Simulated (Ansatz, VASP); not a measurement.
# Ta (Ta wire along [111], 10 atoms a period) in two plane-wave programs

Wanted: the spread between two codes on one cell, functional and k mesh. Of the first pair: The structure shown is the start of the Ansatz relaxation below; VASP solves that cell, so the two are compared at the walk's first step.

Main program and level: Ansatz 0.2.0; plane waves, with VASP 6.6.1 beside it; single point at PBE.

**1. The starting structure**

The cell holds 10 atoms: 10 Ta. Its edges and angles: a = 13.843 Å, b = 13.577 Å, c = 2.875 Å, α = 90.0°, β = 90.0°, γ = 90.0°. Vacuum lies along a and b. The structure's axis is c.

**2. Ansatz: relaxation, PBE**

Ansatz runs on its PAW soft_1 files.

The two programs are compared at the cell with which this relaxation starts, whose forces are those of its first step.

Contents of input.yaml:

```yaml
crystal:
  lattice:
    - [13.843, 0.0, 0.0]
    - [0.0, 13.577, 0.0]
    - [0.0, 0.0, 2.8752043406]
  atoms:
    - { symbol: Ta, position: [0.415198621, 0.450082393, 0.0] }
    - { symbol: Ta, position: [0.584785742, 0.749570717, 0.0] }
    - { symbol: Ta, position: [0.2456115, 0.350252952, 0.333333333] }
    - { symbol: Ta, position: [0.415198621, 0.649741275, 0.333333333] }
    - { symbol: Ta, position: [0.584785742, 0.350252952, 0.333333333] }
    - { symbol: Ta, position: [0.754372863, 0.649741275, 0.333333333] }
    - { symbol: Ta, position: [0.2456115, 0.549911834, 0.666666667] }
    - { symbol: Ta, position: [0.415198621, 0.25042351, 0.666666667] }
    - { symbol: Ta, position: [0.584785742, 0.549911834, 0.666666667] }
    - { symbol: Ta, position: [0.754372863, 0.450082393, 0.0] }
kpoints:
  mp_grid: { grid: [1, 1, 28] }
scf:
  occupations: { method: fermi_dirac, width: 0.05 }
hamiltonian:
  xc: pbe
  pseudopotentials: { kind: paw, azcp: { folder: soft_1 } }
relax:
  cell: { fix: [a, b, alpha, beta, gamma] }
  max_steps: 45
  f_tol: 0.03
```

Launch:

```bash
$ ansatz run input.yaml --threads 4 --pin off --max-ram 16384MiB --backend cpu --events-out ev --progress --plain --runs-dir out
```

Numbers of over 12 decimals in the logs are rounded to 6 here.

The log of the run:

```text
Engine: ansatz 0.2.0, aarch64-unknown-linux-gnu
Pseudopotentials: kind: paw
Pseudopotential: Ta, paw, valence charge 13, recommended cutoff 420 eV (normal), soft_1/Ta.paw.azcp
Functional definition: PBE
  parameter kappa = 0.804
  parameter beta = 0.066725
  exchange = pbe_x(kappa = kappa, mu = beta*pi^2/3)
  correlation = pbe_c(beta = beta)
Crystal: 10 atoms, lattice volume = 540.384 Å³
Basis set: ecut = 420 eV, 10571 PW (Γ), exchange–correlation on 192×192×40 points (8 copies of the dense FFT grid, shifted against one another)
Bands: 78, of which v1, the nominal top of the filled ones, is band 65 counted from 1 (64 counted from 0)
Symmetry: 2 space group operations
Space group: P-1 (ITA 2), of the structure as read, at distance tolerance 8.1e-5 Å
k-points: 15 of 28
Non-local potential: Ta, projectors of the file, l = 0: 3, l = 1: 2, l = 2: 2, l = 3: 1
PAW form: soft (Blöchl's): semilocal exchange-correlation on the pseudo side does not see the compensation charge
PAW one-centre angular grid: Ta, 590 points (default); XC on 64 Gauss nodes
Initial density: superposition of atomic densities (neutral atoms: chi_scale 0, normalization atom)
Initial wavefunctions: pseudopotential atomic-orbital guess
Functional: x = pbe(κ = 0.804, μ = 0.219515), c = pbe(β = 0.066725)
SCF iter   1: F=—  HF=-99328.637575 eV  |F-HF|=—  |Δ(HF+E_count)|=         —  Δρ=4.32e-2  dr2=8.75e1  ethr=3.10e-3  ⟨swp⟩=10.5  Hψ=5561  notcnv=0
preconditioner: auto → LDOS  [metal: Δε(μ)=0.013 eV  Ē_g=3.821 eV  σ=0.050 eV  W_gap=0.06  n_scr=68 (ndim 8)  ℏωp=11.3 eV  f_vac=0.478  D(μ)=11.82/eV (n_scr^D=60)  β→1.0]
SCF iter   2: F=—  HF=-99324.860014 eV  |F-HF|=—  |Δ(HF+E_count)|=    3.78e0  Δρ=4.69e-2  dr2=1.33e2  ethr=3.10e-3  ⟨swp⟩=6.7  Hψ=3756  notcnv=0  defer=19
SCF iter   3: F=—  HF=-99318.517129 eV  |F-HF|=—  |Δ(HF+E_count)|=    6.34e0  Δρ=9.78e-3  dr2=5.11e0  ethr=3.10e-3  ⟨swp⟩=5.4  Hψ=3018  notcnv=0  defer=6
SCF iter   4: F=—  HF=-99318.143283 eV  |F-HF|=—  |Δ(HF+E_count)|=   3.74e-1  Δρ=2.89e-3  dr2=3.39e-1  ethr=3.10e-3  ⟨swp⟩=2.3  Hψ=1524  notcnv=0  defer=10
SCF iter   5: F=—  HF=-99318.124074 eV  |F-HF|=—  |Δ(HF+E_count)|=   1.92e-2  Δρ=1.57e-3  dr2=1.08e-1  ethr=2.61e-4  ⟨swp⟩=4.0  Hψ=1979  notcnv=0  defer=10
SCF iter   6: F=—  HF=-99318.118735 eV  |F-HF|=—  |Δ(HF+E_count)|=   5.34e-3  Δρ=6.02e-4  dr2=1.34e-2  ethr=8.34e-5  ⟨swp⟩=2.1  Hψ=1485  notcnv=0  defer=10
SCF iter   7: F=—  HF=-99318.118190 eV  |F-HF|=—  |Δ(HF+E_count)|=   5.45e-4  Δρ=1.54e-4  dr2=2.62e-4  ethr=1.03e-5  ⟨swp⟩=2.0  Hψ=1475  notcnv=0  defer=10
SCF iter   8: F=—  HF=-99318.118247 eV  |F-HF|=—  |Δ(HF+E_count)|=   5.63e-5  Δρ=5.37e-5  dr2=8.88e-5  ethr=2.02e-7  ⟨swp⟩=3.9  Hψ=2483  notcnv=0  defer=10
SCF iter   9: F=—  HF=-99318.118273 eV  |F-HF|=—  |Δ(HF+E_count)|=   2.62e-5  Δρ=1.80e-5  dr2=1.43e-5  ethr=6.83e-8  ⟨swp⟩=2.0  Hψ=1544  notcnv=0  defer=10
SCF iter  10: F=—  HF=-99318.118273 eV  |F-HF|=—  |Δ(HF+E_count)|=   4.61e-7  Δρ=6.03e-6  dr2=3.25e-7  ethr=1.10e-8  ⟨swp⟩=2.0  Hψ=1397  notcnv=0  defer=10
SCF iter  11: F=-99318.118273 eV  HF=-99318.118273 eV  |F-HF|=6.21e-9  |Δ(HF+E_count)|=   1.68e-7  Δρ=2.31e-6  dr2=5.17e-8  ethr=7.69e-11  ⟨swp⟩=6.1  Hψ=4557  notcnv=0
SCF 1 converged in 11 iterations: F = -99318.118273 eV  dr2 = 5.17e-8
  greatest PAW one-centre occupation: 0.999 electrons in one spin orbital (limit 2), on the Ta atom at site 8 (counted from 0), in its partial waves of l = 0
relax step   1: F+E_penalty+E_count = -99318.11827348 eV  Δ(F+E_penalty+E_count) = +0.000e0 eV  max|allowed force component| = 1.659e0 eV/Å  Δτ_max = 0.0000 Å  P = -5.784 GPa  Ω = 540.384 Å³  fix = [a, b, alpha, beta, gamma]  reactions: a -5.439, b -4.968 GPa; alpha -0.049, beta -0.056, gamma +0.402 GPa/rad  (11 SCF iters, dr2 threshold 1.00e-7 eV, accepted)
[...]
relax step   7: F+E_penalty+E_count = -99319.47020401 eV  Δ(F+E_penalty+E_count) = +1.262e-4 eV  max|allowed force component| = 4.230e-2 eV/Å  Δτ_max = 0.0256 Å  P = -0.024 GPa  Ω = 516.839 Å³  energy of the carried Pulay correction = +1.630e-3 eV  fix = [a, b, alpha, beta, gamma]  (7 SCF iters, dr2 threshold 1.29e-7 eV, rejected (line search))
[...]
relax step   8: F+E_penalty+E_count = -99319.47116661 eV  Δ(F+E_penalty+E_count) = -8.364e-4 eV  max|allowed force component| = 7.289e-3 eV/Å  Δτ_max = 0.0128 Å  P = -0.008 GPa  Ω = 517.205 Å³  energy of the carried Pulay correction = +1.604e-3 eV  fix = [a, b, alpha, beta, gamma]  reactions: a -0.010, b -0.010 GPa; alpha -0.002, beta +0.002, gamma -0.003 GPa/rad  (10 SCF iters, accepted)
[...]
relax step   9: F+E_penalty+E_count = -99319.46968381 eV  Δ(F+E_penalty+E_count) = +1.483e-3 eV  max|allowed force component| = 7.285e-3 eV/Å  Δτ_max = 0.0000 Å  P = -0.007 GPa  Ω = 517.205 Å³  fix = [a, b, alpha, beta, gamma]  reactions: a -0.009, b -0.009 GPa; alpha -0.002, beta +0.002, gamma -0.003 GPa/rad  stress off target by 4.67e-3 GPa on what of the cell is left free  SCF on the basis re-selected at this cell (its energy is not comparable with the rows above)  (5 SCF iters)
basis re-selected at this cell: Δ(F+E_penalty+E_count) = +1.483e-3 eV, ΔP = +0.000 GPa vs the last step (what re-selecting the basis moved, of the pressure what is left beyond the Pulay correction that the steps carried, after the strain that the cell walked since its last selection, with what the two solves' SCF thresholds leave and, on support functions, any second-order correction that the steps lacked; it is no m [...]
SCF converged after 5 iterations
Free energy (F): -99319.469684 eV
Harris-Foulkes:  -99319.469684 eV  (|F-HF|=1.60e-10)
Internal energy: -99319.352365 eV  (E = F + TS)
E sigma→0 (E₀):  -99319.411024 eV
Entropy (-TS):   -0.117319 eV (-11.732 meV/atom)
Fermi energy:    4.108030 eV
--- Per-component energies (eV) ---
  E_band       = -2960.360756
  E_kinetic    = 3936.235052
  E_local      = -49974.644883  (includes V_loc(G=0)·N_el)
  E_nonlocal   = -108.568492
  E_hartree    = 23269.419009
  E_xc         = -3203.173266
  E_vxc        = -2323.638025  (∫ρ·V_xc dr)
  E_paw        = -83045.315032  (= ΣΔE_a)
  E_vpaw       = -1028.583332  (= ΣTr[D̂ρ^β])
  E_aug_tail   = 0.000936  (compensation charges beyond the density's cutoff)
  E_ewald      = 9806.694312
  E_smearing   = -0.117319  (= −TS)
  E_closure    = -0.000000  (closes the sum)
  Σ components = -99319.469684   (vs F -99319.469684, Δ=0.00e0)
--- Forces (eV/Å), atoms counted from 1 ---
  atom   1  Ta    -0.00728473    -0.00436670    -0.00180029
  atom   2  Ta     0.00330785     0.00559275     0.00001640
  atom   3  Ta    -0.00115315     0.00007961    -0.00182507
  atom   4  Ta    -0.00148231     0.00255652     0.00035022
  atom   5  Ta     0.00148231    -0.00255652    -0.00035022
  atom   6  Ta     0.00115315    -0.00007961     0.00182507
  atom   7  Ta    -0.00643432    -0.00122463    -0.00047560
  atom   8  Ta    -0.00330785    -0.00559275    -0.00001640
  atom   9  Ta     0.00728473     0.00436670     0.00180029
  atom  10  Ta     0.00643432     0.00122463     0.00047560
  max |Σ_I F_I| component: 4.34e-19 eV/Å
--- Stress (GPa, compression-positive) ---
       -0.008937       0.002997      -0.001985
        0.002997      -0.008747       0.002464
       -0.001985       0.002464      -0.004667
  P = ⅓ Tr σ = -0.0075 GPa (-0.075 kbar)
--- Relaxed structure (8 steps of the walk, 5 accepted, 1 SCFs on fresh bases) ---
  F+E_penalty+E_count = -99319.46968381 eV   max|allowed force component| = 7.285e-3 eV/Å   (the final SCF, on the basis selected at the relaxed cell)
  cell:  # Å, volume = 517.2052 Å³
    - [13.843, 0, 0]
    - [0, 13.577, 0]
    - [0, 0, 2.751876]
  atoms:
    - { symbol: Ta, position: [0.418465, 0.451955, 0.00317905] }
    - { symbol: Ta, position: [0.583659, 0.739414, -0.010841] }
    - { symbol: Ta, position: [0.257818, 0.357220, 0.306070] }
    - { symbol: Ta, position: [0.414294, 0.651288, 0.333764] }
    - { symbol: Ta, position: [0.585706, 0.348712, 0.332903] }
    - { symbol: Ta, position: [0.742182, 0.642780, 0.360597] }
    - { symbol: Ta, position: [0.254805, 0.545880, 0.678919] }
    - { symbol: Ta, position: [0.416341, 0.260586, 0.677508] }
    - { symbol: Ta, position: [0.581535, 0.548045, 0.663488] }
    - { symbol: Ta, position: [0.745195, 0.454120, -0.012253] }
```

**3. VASP: single point, PBE, start cell, pair 1**

The same cell, functional, mesh and smearing now go to VASP, with its own data sets.

Lines of VASP's logs that name or quote its potential files are left out, and so is its time.

Contents of INCAR:

```
SYSTEM = Ta
PREC = Accurate
ENCUT = 400
EDIFF = 1E-06
NELM = 120
ISMEAR = -1
SIGMA = 0.05
LREAL = .FALSE.
ALGO = Normal
GGA = PE
NBANDS = 68
LASPH = .TRUE.
LORBIT = 11
LWAVE = .FALSE.
LCHARG = .FALSE.
ISIF = 2
GGA_COMPAT = .FALSE.
KPAR = 2
```

Contents of POSCAR:

```
Ta
1.0
   13.8430000000      0.0000000000      0.0000000000
    0.0000000000     13.5770000000      0.0000000000
    0.0000000000      0.0000000000      2.8752040000
Ta
10
Direct
    0.4152064581      0.4500852913      1.0000000000
    0.5847935419      0.7495736171      1.0000000000
    0.2456193022      0.3502558739      0.3333333913
    0.4152064581      0.6497441261      0.3333333913
    0.5847935419      0.3502558739      0.3333333913
    0.7543806978      0.6497441261      0.3333333913
    0.2456193022      0.5499147087      0.6666667826
    0.4152064581      0.2504263829      0.6666667826
    0.5847935419      0.5499147087      0.6666667826
    0.7543806978      0.4500852913      1.0000000000
```

Contents of KPOINTS:

```
Automatic mesh
0
Gamma
1 1 28
0 0 0
```

PAW data sets: Ta_pv (PBE family, release 64).

Launch:

```bash
$ mpirun -np 2 vasp_std
```

The log of the run:

```text
[banner, memory and clock lines left out]
running    2 mpi-ranks, on    1 nodes
 distrk:  each k-point on    1 cores,    2 groups
 distr:  one band on    1 cores,    1 groups

 POSCAR found type information on POSCAR Ta
 POSCAR found :  1 types and      10 ions
 LDA part: xc-table for (Slater+PW92), standard interpolation
 POSCAR, INCAR and KPOINTS ok, starting setup
 FFT: planning ... GRIDC
 FFT: planning ... GRID_SOFT
 FFT: planning ... GRID
 WAVECAR not read
 entering main loop
       N       E                     dE             d eps       ncg     rms          rms(c)
DAV:   1     0.760230169970E+03    0.76023E+03   -0.54846E+04  2664   0.115E+03
DAV:   2    -0.689836243375E+02   -0.82921E+03   -0.80708E+03  2388   0.330E+02
DAV:   3    -0.112965074550E+03   -0.43981E+02   -0.41240E+02  2584   0.617E+01
DAV:   4    -0.115823275156E+03   -0.28582E+01   -0.27637E+01  2832   0.121E+01
DAV:   5    -0.115951520519E+03   -0.12825E+00   -0.12677E+00  2888   0.223E+00    0.347E+01
DAV:   6    -0.109402540091E+03    0.65490E+01   -0.73282E+01  2680   0.330E+01    0.170E+01
DAV:   7    -0.109370423099E+03    0.32117E-01   -0.56685E+01  2776   0.228E+01    0.146E+01
DAV:   8    -0.105097812943E+03    0.42726E+01   -0.28581E+01  2832   0.165E+01    0.573E+00
DAV:   9    -0.104132578641E+03    0.96523E+00   -0.83856E+00  2696   0.986E+00    0.269E+00
DAV:  10    -0.103985987482E+03    0.14659E+00   -0.16579E+00  2776   0.492E+00    0.135E+00
DAV:  11    -0.103979543863E+03    0.64436E-02   -0.29545E-01  2800   0.252E+00    0.101E+00
DAV:  12    -0.103963587440E+03    0.15956E-01   -0.12897E-01  2768   0.195E+00    0.595E-01
DAV:  13    -0.103958794126E+03    0.47933E-02   -0.39143E-02  2648   0.908E-01    0.225E-01
DAV:  14    -0.103960448702E+03   -0.16546E-02   -0.62758E-03  2720   0.300E-01    0.137E-01
DAV:  15    -0.103962206794E+03   -0.17581E-02   -0.24445E-03  2320   0.233E-01    0.636E-02
DAV:  16    -0.103962897905E+03   -0.69111E-03   -0.74683E-04  2456   0.111E-01    0.402E-02
DAV:  17    -0.103963629355E+03   -0.73145E-03   -0.44727E-04  2280   0.710E-02    0.217E-02
DAV:  18    -0.103963983407E+03   -0.35405E-03   -0.13740E-04  2600   0.396E-02    0.120E-02
DAV:  19    -0.103964202618E+03   -0.21921E-03   -0.29360E-05  2192   0.172E-02    0.827E-03
DAV:  20    -0.103964259545E+03   -0.56927E-04   -0.15685E-05  2096   0.140E-02    0.482E-03
DAV:  21    -0.103964304637E+03   -0.45092E-04   -0.83689E-06  1820   0.907E-03    0.301E-03
DAV:  22    -0.103964312967E+03   -0.83303E-05   -0.19505E-06  1680   0.401E-03    0.126E-03
DAV:  23    -0.103964314258E+03   -0.12900E-05   -0.48780E-07  1392   0.234E-03    0.519E-04
DAV:  24    -0.103964314451E+03   -0.19386E-06   -0.13887E-07  1272   0.102E-03
   1 F= -.10396431E+03 E0= -.10389545E+03  d E =-.137728E+00
```

Parts of OUTCAR (step 3):

```text
ion  position               nearest neighbor table
   1  0.415  0.450  0.000-   9 2.88   4 2.88   5 2.88   7 2.88   8 2.88   3 2.88   4 3.32   5 3.32
                             9 3.32   3 3.32   7 3.32   8 3.32
   2  0.585  0.750  0.000-   4 2.88   9 2.88   6 2.88   4 3.32   9 3.32   6 3.32
   3  0.246  0.350  0.333-   7 2.88   1 2.88   8 2.88   7 3.32   1 3.32   8 3.32
   4  0.415  0.650  0.333-   1 2.88   9 2.88   2 2.88   7 2.88   1 3.32   9 3.32   2 3.32   7 3.32

  LATTYP: Found a simple orthorhombic cell.
 ALAT       =     2.8752040000
 B/A-ratio  =     4.7220997188
 C/A-ratio  =     4.8146148934

 Subroutine GETGRP returns: Found  2 space group operations
 (whereof  1 operations were pure point group operations)

The static configuration has the point symmetry C_1 .
 The point group associated with its full space group is S_2 .

 Found     15 irreducible k-points:

   k-points           NKPTS =     15   k-points in BZ     NKDIM =     15   number of bands    NBANDS=     68

   dimension x,y,z NGX =    90 NGY =   90 NGZ =   20
   dimension x,y,z NGXF=   180 NGYF=  180 NGZF=   40

   ENCUT  =  400.0 eV  29.40 Ry    5.42 a.u.  22.57 22.14  4.69*2*pi/ulx,y,z

   NELECT =     110.0000    total number of electrons

 k-points in reciprocal lattice and weights: Automatic mesh
   0.00000000  0.00000000  0.00000000       0.036
   0.00000000  0.00000000  0.03571429       0.071
   0.00000000  0.00000000  0.07142857       0.071
   0.00000000  0.00000000  0.10714286       0.071
   0.00000000  0.00000000  0.14285714       0.071
   0.00000000  0.00000000  0.17857143       0.071
   0.00000000  0.00000000  0.21428571       0.071
   0.00000000  0.00000000  0.25000000       0.071
   0.00000000  0.00000000  0.28571429       0.071
[...]
0.00000000  0.00000000  0.46428571       0.071
   0.00000000  0.00000000  0.50000000       0.036

 average (electrostatic) potential at core
       1 -42.7805       2 -43.3077       3 -43.3250       4 -43.1701       5 -43.1701
       6 -43.3250       7 -43.3130       8 -43.3077       9 -42.7805      10 -43.3130

 E-fermi :  -0.4918

 k-point     1 :       0.0000    0.0000    0.0000
  band No.  band energies     occupation
    ...
     53      -0.9535      1.99980
     54      -0.8711      1.99898
     55      -0.8502      1.99846
     56      -0.6076      1.82033
     57      -0.4454      0.56610
     58      -0.3760      0.17965
     59      -0.0417      0.00025
     60       0.0106      0.00009
     61       0.0218      0.00007
     62       0.1680      0.00000
    ...

 k-point     2 :       0.0000    0.0000    0.0357
  band No.  band energies     occupation
    ...
     53      -0.9443      1.99977
     54      -0.8794      1.99914
     55      -0.8339      1.99786
     56      -0.5728      1.66923
     57      -0.4653      0.74085
     58      -0.3845      0.20942
     59      -0.0532      0.00031
     60      -0.0074      0.00012
     61       0.0151      0.00008
     62       0.1423      0.00001
    ...

 k-point     3 :       0.0000    0.0000    0.0714
  band No.  band energies     occupation
    ...
     53      -0.9014      1.99945
     54      -0.8805      1.99916
     55      -0.7848      1.99431
     56      -0.5270      1.33754
     57      -0.4746      0.82987
     58      -0.4083      0.31646
     59      -0.0911      0.00066
     60      -0.0450      0.00026
     61      -0.0226      0.00017
     62       0.0716      0.00003
    ...

  Total      -18.4527901    -16.8646946    -23.4406665     -1.3528646      0.1611708      0.1801955
  in kB      -54.7104043    -50.0018834    -69.4988850     -4.0110883      0.4778528      0.5342591
  external PRESSURE =     -58.0703909 kB  Pullay stress =       0.0000000 kB

  energy-cutoff  :      400.00
  volume of cell :      540.38
      direct lattice vectors                 reciprocal lattice vectors
    13.843000000  0.000000000  0.000000000     0.072238677  0.000000000  0.000000000
     0.000000000 13.577000000  0.000000000     0.000000000  0.073653974  0.000000000
     0.000000000  0.000000000  2.875204000     0.000000000  0.000000000  0.347801408

 POSITION                                       TOTAL-FORCE (eV/Angst)
 -----------------------------------------------------------------------------------
      5.74770      6.11081      0.00000        -0.559450     -0.338736      0.062693
      8.09530     10.17696      0.00000         0.277543     -1.660501     -0.039907
      3.40011      4.75542      0.95840         1.530190      0.864623     -0.113146
      5.74770      8.82158      0.95840         0.128210     -0.223648     -0.001828
      8.09530      4.75542      0.95840        -0.128210      0.223648      0.001828
     10.44289      8.82158      0.95840        -1.530190     -0.864623      0.113146
      3.40011      7.46619      1.91680         1.273882     -1.042278      0.048100
      5.74770      3.40004      1.91680        -0.277543      1.660501      0.039907
      8.09530      7.46619      1.91680         0.559450      0.338736     -0.062693
     10.44289      6.11081      0.00000        -1.273882      1.042278     -0.048100
 -----------------------------------------------------------------------------------
    total drift:                                0.000033      0.000009     -0.000015

  FREE ENERGIE OF THE ION-ELECTRON SYSTEM (eV)
  ---------------------------------------------------
  free  energy   TOTEN  =      -103.9643144514 eV

  energy  without entropy=     -103.8265863606  energy(sigma->0) =     -103.89545041

 total charge
# of ion       s       p       d       tot
------------------------------------------
    1        0.360   6.175   2.332   8.867
    2        0.382   6.048   2.337   8.767
    3        0.382   6.051   2.328   8.760
    4        0.369   6.098   2.319   8.786
    5        0.369   6.098   2.319   8.786
    6        0.382   6.051   2.328   8.760
    7        0.382   6.049   2.336   8.766
    8        0.382   6.048   2.337   8.767
    9        0.360   6.175   2.332   8.867
   10        0.382   6.049   2.336   8.766
--------------------------------------------------
tot          3.749  60.841  23.302  87.892

[... 3 further parts left out ...]
```

**4. Comparison**

Known differences besides the potentials themselves: the data sets hold 130 valence electrons in Ansatz (on its PAW soft_1 files) and 110 in VASP; the cutoff is 420 eV in Ansatz and 400 eV in VASP. Total energies have different zeros and are not compared.

Forces (eV/Å; atoms numbered as in POSCAR):

| atom | Ansatz x, y, z | VASP x, y, z |
| --- | --- | --- |
| Ta1 | -0.553, -0.335, 0.062 | -0.559, -0.339, 0.063 |
| Ta2 | 0.277, -1.659, -0.043 | 0.278, -1.661, -0.040 |
| Ta3 | 1.528, 0.863, -0.118 | 1.530, 0.865, -0.113 |
| Ta4 | 0.130, -0.226, -0.002 | 0.128, -0.224, -0.002 |
| Ta5 | -0.130, 0.226, 0.002 | -0.128, 0.224, 0.002 |
| Ta6 | -1.528, -0.863, 0.118 | -1.530, -0.865, 0.113 |
| Ta7 | 1.274, -1.040, 0.051 | 1.274, -1.042, 0.048 |
| Ta8 | -0.277, 1.659, 0.043 | -0.278, 1.661, 0.040 |
| Ta9 | 0.553, 0.335, -0.062 | 0.559, 0.339, -0.063 |
| Ta10 | -1.274, 1.040, -0.051 | -1.274, 1.042, -0.048 |

The forces differ by 2.9 meV/Å r.m.s., which is 0.4 % of the r.m.s. force of 0.781 eV/Å (both taken over all components).

(Continued in part 2 of 2.)

[Lines on the potential files, build, host, timing and source positions are cut from VASP's logs without a mark.]

[Logs are printed without paths, hosts, clocks, repeated set-up lines and the standing remarks that a program may print on its own settings, such as how far it seeks lower states.]

[Hosts, paths, dates, database ids (printed as entryN), source tags and the programs' standing remarks are cut or masked in the printed files.]
